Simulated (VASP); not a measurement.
```
AlN
1.0
    1.56475    -2.71023     0.00000
    1.56475     2.71023     0.00000
    0.00000     0.00000     5.01493
Al N
2 2
Direct
  0.66667   0.33333   0.50012
  0.33333   0.66667   0.00012
  0.66667   0.33333   0.88188
  0.33333   0.66667   0.38188
```

The numbers are results of PBE GGA, VASP's PBE PAW potentials (set 64) (plane waves; VASP), not measurements. Run with 600 eV cut-off, 10×10×6 Γ-centred mesh, Gaussian smearing of 0.050 eV, potentials Al N.

Each relaxation starts from this cell; other phases were not tried.

The cell is relaxed at 10 GPa. What happens?

The volume per atom goes from 10.63 to 10.14 Å³ (-4.7 %), and the cell becomes a = b = 3.0828 Å, c = 4.9266 Å, α = β = 90.00°, γ = 120.00°, space group P6_3mc.

The cell is relaxed at 20 GPa. What happens?

The volume per atom goes from 10.63 to 9.74 Å³ (-8.4 %), and the cell becomes a = b = 3.045 Å, c = 4.852 Å, α = β = 90.00°, γ = 120.00°, space group P6_3mc.

Failed runs are left out, and for metals the shear rows, which the mesh's noise covers.

The compound is AlN in the wurtzite structure.
